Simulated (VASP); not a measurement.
The input files of a VASP run:

**INCAR**
```
LCHARG=F
ENCUT=520   ! plane-wave cut-off (eV)
SIGMA=0.05   ! width (eV)
LREAL=F   ! projection in real space or not
NELM=100
NSW=60
SYSTEM=KBr
LASPH=T
EDIFFG=-0.01   ! ionic stop
LMAXMIX=4   ! l cut-off of mixed one-centre charges
LWAVE=F
ISMEAR=0   ! Gaussian
ALGO=Normal
PREC=Accurate
EDIFF=1E-6
IBRION=2   ! conjugate gradients
ISIF=3   ! ions, shape and volume
```

File KPOINTS:
```
Automatic mesh
0
G
6 6 6
0 0 0
```

### POSCAR
```
KBr
1.0
  0.0000000000   3.3000000000   3.3000000000
  3.3000000000   0.0000000000   3.3000000000
  3.3000000000   3.3000000000   0.0000000000
K Br
1 1
direct
  0.0000000000   0.0000000000   0.0000000000
  0.5000000000   0.5000000000   0.5000000000
```

POTCAR, in this order: K_sv Br (LDA.64 set). Program: vasp_std.

Problem. Write an equivalent input for Quantum ESPRESSO's pw.x.

Solution. One equivalent input (not run):
```
&CONTROL
  calculation = 'vc-relax'
  pseudo_dir = './pseudo'
  outdir = './out'
  tprnfor = .true.
  tstress = .true.
  nstep = 60
  forc_conv_thr = 0.00039
/
&SYSTEM
  ibrav = 0
  nat = 2
  ntyp = 2
  ecutwfc = 72
  occupations = 'smearing'
  smearing = 'gaussian'
  degauss = 0.003675
  input_dft = 'pz'
/
&ELECTRONS
  conv_thr = 7.3e-08
  electron_maxstep = 100
/
&IONS
/
&CELL
/
ATOMIC_SPECIES
  K 39.098 K.upf
  Br 79.904 Br.upf
CELL_PARAMETERS angstrom
     0.0000000    3.3000000    3.3000000
     3.3000000    0.0000000    3.3000000
     3.3000000    3.3000000    0.0000000
ATOMIC_POSITIONS crystal
  K    0.0000000  0.0000000  0.0000000
  Br   0.5000000  0.5000000  0.5000000
K_POINTS automatic
  6 6 6 0 0 0
```
What does not carry over: the potentials are each code's own (VASP's PAW set, PseudoDojo norm-conserving files in pw.x), so ENCUT and ecutwfc are chosen apart and not converted; conv_thr bounds pw.x's estimated SCF error, while EDIFF bounds the energy change between steps; forc_conv_thr acts on force components and is met together with etot_conv_thr.

The compound is KBr in the rock salt structure. This run relaxes it. Symmetry was kept, so distortions that lower it aren't found.
